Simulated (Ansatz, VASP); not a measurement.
# NaSb2Au: programs and potentials compared

The starting cell:

```
CELL_PARAMETERS angstrom
4.35730 0.00000 0.00000
-2.17865 3.77354 0.00000
0.00000 0.00000 6.81847
ATOMIC_POSITIONS crystal
Na 0.00000 0.00000 0.50000
Sb 0.66667 0.33333 0.81632
Sb 0.33333 0.66667 0.18368
Au 0.00000 0.00000 0.00000
```

The cell comes from a database or a generator and needn't be the stable form of this composition.

Alike in all runs: task relaxation of cell and atoms; functional PBE; k mesh 5 × 5 × 3; occupations fermi-dirac, width 0.05 eV; no spin polarisation; no spin-orbit coupling.

```tsv
program and potentials	plane-wave cutoff (eV)	notes	equilibrium volume (Å³/atom)
Ansatz, Ansatz PAW	420	14.5 valence electrons an atom on average	27.81
VASP, PBE PAW files Au, Na, Sb, release 54, 600 eV	600	5.5 valence electrons an atom on average	27.56
VASP, PBE PAW files Au, Na_pv, Sb, release 54, 600 eV	600	7 valence electrons an atom on average	27.78
```

The equilibrium volume spans 27.56 (VASP, PBE PAW files Au, Na, Sb, release 54, 600 eV) to 27.81 Å³/atom (Ansatz, Ansatz PAW). Relaxations stop with a little pressure left, so the last digit of a volume isn't settled.

Differences between rows come from potentials, basis sets and numerical settings, since the functional is the same but for its coding. Runs on potential files found faulty are left out.
